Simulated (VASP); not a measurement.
Computed with PBEsol GGA, VASP's PBE PAW potentials (set 64) (plane waves; VASP 6.6.1).

VASP ran on this input.

### INCAR
```
SYSTEM = Y(GeRh)2
PREC = Accurate
ENCUT = 300
EDIFF = 1E-6
NELM = 100
ALGO = Normal
LREAL = .FALSE.
LASPH = .TRUE.
ISMEAR = -1
SIGMA = 0.1
GGA = PS
LMAXMIX = 4
LWAVE = .FALSE.
LCHARG = .FALSE.
ISIF = 2
```

POSCAR:
```
Y(GeRh)2
1.0
 -2.0515000000   2.0515000000   5.1035000000
  2.0515000000  -2.0515000000   5.1035000000
  2.0515000000   2.0515000000  -5.1035000000
Y Ge Rh
1 2 2
Cartesian
  0.0000000000   0.0000000000   0.0000000000
  0.0000000000  -0.0000000000   3.8582460000
 -0.0000000000   0.0000000000   6.3487540000
  0.0000000000   2.0515000000   2.5517500000
  2.0515000000   0.0000000000   2.5517500000
```

File KPOINTS:
```
K-points
0
gamma
 6 6 6
0 0 0
```

POTCAR, in this order: Y_sv Ge_d Rh_pv (PBE.64 set). Program: vasp_std.

The resulting files:

### OUTCAR
```
 ion  position               nearest neighbor table
   1  0.000  0.000  0.000-   2 3.16   3 3.16   3 3.16   3 3.16   3 3.16   2 3.16   2 3.16   2 3.16
                             5 3.27   4 3.27   5 3.27   4 3.27   4 3.27   4 3.27   5 3.27   5 3.27
   2  0.378  0.378  0.000-   4 2.43   5 2.43   5 2.43   4 2.43   3 2.49   1 3.16   1 3.16   1 3.16
                             1 3.16
   3  0.622  0.622  0.000-   5 2.43   4 2.43   4 2.43   5 2.43   2 2.49   1 3.16   1 3.16   1 3.16
                             1 3.16
   4  0.750  0.250  0.500-   2 2.43   3 2.43   2 2.43   3 2.43   5 2.90   5 2.90   5 2.90   5 2.90
                             1 3.27   1 3.27   1 3.27   1 3.27
   5  0.250  0.750  0.500-   2 2.43   3 2.43   2 2.43   3 2.43   4 2.90   4 2.90   4 2.90   4 2.90
                             1 3.27   1 3.27   1 3.27   1 3.27
  LATTYP: Found a body centered tetragonal cell.
 ALAT       =     4.1030000000
 C/A-ratio  =     2.4876919327
 Subroutine PRICEL returns:
 Original cell was already a primitive cell.
 Subroutine GETGRP returns: Found 16 space group operations
The static configuration has the point symmetry D_4h.
The dynamic configuration has the point symmetry D_4h.
 Subroutine INISYM returns: Found 16 space group operations
 Subroutine IBZKPT returns following result:
 Found     30 irreducible k-points:

 Following reciprocal coordinates:
            Coordinates               Weight
  0.000000  0.000000  0.000000      1.000000
  0.166667  0.000000  0.000000      8.000000
  0.333333  0.000000 -0.000000      8.000000
  0.500000  0.000000 -0.000000      4.000000
  0.166667  0.166667 -0.000000      8.000000
  0.333333  0.166667 -0.000000     16.000000
  0.500000  0.166667 -0.000000     16.000000
 -0.333333  0.166667 -0.000000     16.000000
 -0.166667  0.166667  0.000000      4.000000
  0.333333  0.333333 -0.000000      8.000000
  0.500000  0.333333 -0.000000     16.000000
 -0.333333  0.333333  0.000000      4.000000
  0.500000  0.500000 -0.000000      2.000000
  0.166667  0.166667  0.166667      8.000000
  0.333333  0.166667  0.166667      8.000000
 -0.166667  0.166667  0.166667      4.000000
  0.333333  0.333333  0.166667      4.000000
 -0.333333  0.333333  0.166667      8.000000
 -0.166667  0.333333  0.166667      8.000000
  0.500000  0.500000  0.166667      4.000000
 -0.333333  0.500000  0.166667     16.000000
 -0.166667  0.500000  0.166667      8.000000
 -0.333333 -0.333333  0.166667      8.000000
 -0.166667 -0.333333  0.166667      8.000000
 -0.166667 -0.166667  0.166667      2.000000
 -0.333333  0.333333  0.333333      4.000000
  0.500000  0.500000  0.333333      4.000000
 -0.333333  0.500000  0.333333      8.000000
 -0.333333 -0.333333  0.333333      2.000000
  0.500000  0.500000  0.500000      1.000000
   k-points           NKPTS =     30   k-points in BZ     NKDIM =     30   number of bands    NBANDS=     41
   number of dos      NEDOS =    301   number of ions     NIONS =      5
   total plane-waves  NPLWV =  46656
   dimension x,y,z NGX =    36 NGY =   36 NGZ =   36
   dimension x,y,z NGXF=    72 NGYF=   72 NGZF=   72
   ions per type =               1   2   2
   PREC   = accura    normal or accurate (medium, high low for compatibility)
   ISTART =      0    job   : 0-new  1-cont  2-samecut
   ICHARG =      2    charge: 1-file 2-atom 10-const
   ISPIN  =      1    spin polarized calculation?
   LNONCOLLINEAR =      F non collinear calculations
   LSORBIT =      F    spin-orbit coupling
   INIWAV =      1    electr: 0-lowe 1-rand  2-diag
   ENCUT  =  300.0 eV  22.05 Ry    4.70 a.u.   8.29  8.29  8.29*2*pi/ulx,y,z
   NELM   =    100;   NELMIN=  2; NELMDL= -5     # of ELM steps
   EDIFF  = 0.1E-05   stopping-criterion for ELM
   LREAL  =      F    real-space projection
   NLSPLINE    = F    spline interpolate recip. space projectors
   LMAXMIX     =    4 max onsite mixed and CHGCAR
   VOSKOWN=      0    Vosko Wilk Nusair interpolation
...
```

File OSZICAR:
```
       N       E                     dE             d eps       ncg     rms          rms(c)
DAV:   1     0.606523394338E+03    0.60652E+03   -0.27476E+04  3399   0.275E+03
DAV:   2     0.411831412818E+02   -0.56534E+03   -0.55129E+03  2476   0.685E+02
DAV:   3    -0.359901216818E+02   -0.77173E+02   -0.75675E+02  2801   0.172E+02
DAV:   4    -0.394702325996E+02   -0.34801E+01   -0.34637E+01  3318   0.393E+01
DAV:   5    -0.396155683242E+02   -0.14534E+00   -0.14524E+00  3528   0.658E+00    0.299E+01
DAV:   6    -0.381418542667E+02    0.14737E+01   -0.64084E+00  2924   0.146E+01    0.172E+01
DAV:   7    -0.380351606773E+02    0.10669E+00   -0.49328E+00  3271   0.124E+01    0.135E+01
DAV:   8    -0.377059527196E+02    0.32921E+00   -0.16500E+00  2936   0.740E+00    0.406E+00
DAV:   9    -0.376967001557E+02    0.92526E-02   -0.19101E-01  3125   0.231E+00    0.134E+00
DAV:  10    -0.376932359849E+02    0.34642E-02   -0.23682E-02  2976   0.855E-01    0.216E-01
DAV:  11    -0.376931654110E+02    0.70574E-04   -0.17895E-03  3104   0.277E-01    0.157E-01
DAV:  12    -0.376931580221E+02    0.73889E-05   -0.21090E-04  3509   0.873E-02    0.361E-02
DAV:  13    -0.376931564812E+02    0.15409E-05   -0.17469E-05  2804   0.235E-02    0.137E-02
DAV:  14    -0.376931564716E+02    0.95533E-08   -0.27817E-06  2595   0.964E-03
   1 F= -.37693156E+02 E0= -.37657013E+02  d E =-.722876E-01
```

**OUTCAR**
```
------------------------ aborting loop because EDIFF is reached ----------------------------------------
  FORCE on cell =-STRESS in cart. coord.  units (eV):
  Direction    XX          YY          ZZ          XY          YZ          ZX
  --------------------------------------------------------------------------------------
  Total       -0.9956092     -0.9956092     -0.6361770      0.0000000     -0.0000000      0.0000000
  in kB      -18.5664272    -18.5664272    -11.8636250      0.0000000     -0.0000000      0.0000000
  external PRESSURE =     -16.3321598 kB  Pullay stress =       0.0000000 kB
  volume of cell :       85.92
      direct lattice vectors                 reciprocal lattice vectors
    -2.051500000  2.051500000  5.103500000     0.000000000  0.243724104  0.097971980
     2.051500000 -2.051500000  5.103500000     0.243724104  0.000000000  0.097971980
     2.051500000  2.051500000 -5.103500000     0.243724104  0.243724104  0.000000000
 POSITION                                       TOTAL-FORCE (eV/Angst)
 -----------------------------------------------------------------------------------
      0.00000      0.00000      0.00000         0.000000      0.000000     -0.000000
      0.00000      0.00000      3.85825        -0.000000     -0.000000      0.021607
      0.00000      0.00000      6.34875        -0.000000     -0.000000     -0.021607
      0.00000      2.05150      2.55175         0.000000      0.000000     -0.000000
      2.05150      0.00000      2.55175         0.000000      0.000000     -0.000000
 -----------------------------------------------------------------------------------
    total drift:                               -0.000000      0.000000     -0.000000
  FREE ENERGIE OF THE ION-ELECTRON SYSTEM (eV)
  ---------------------------------------------------
  free  energy   TOTEN  =       -37.6931564716 eV

  energy  without entropy=      -37.6208688411  energy(sigma->0) =      -37.65701266
```
(Selected blocks of OUTCAR.)

At this cut-off the stress carries a Pulay error, which pulls relaxed volumes low.

The structure comes from a measured Rh2YGe2 entry of the Crystallography Open Database, whose conditions weren't checked. The cell was not relaxed at this level. The k-mesh is coarse (spacing up to 0.36 per Å, 2π included), so the numbers may not be converged in it. The run is one of a series of settings (KPOINTS 6×6×6 Γ-centred mesh against the base run), some of them coarse on purpose. The electron count is odd and the run is not spin-polarised, which forces a metal.
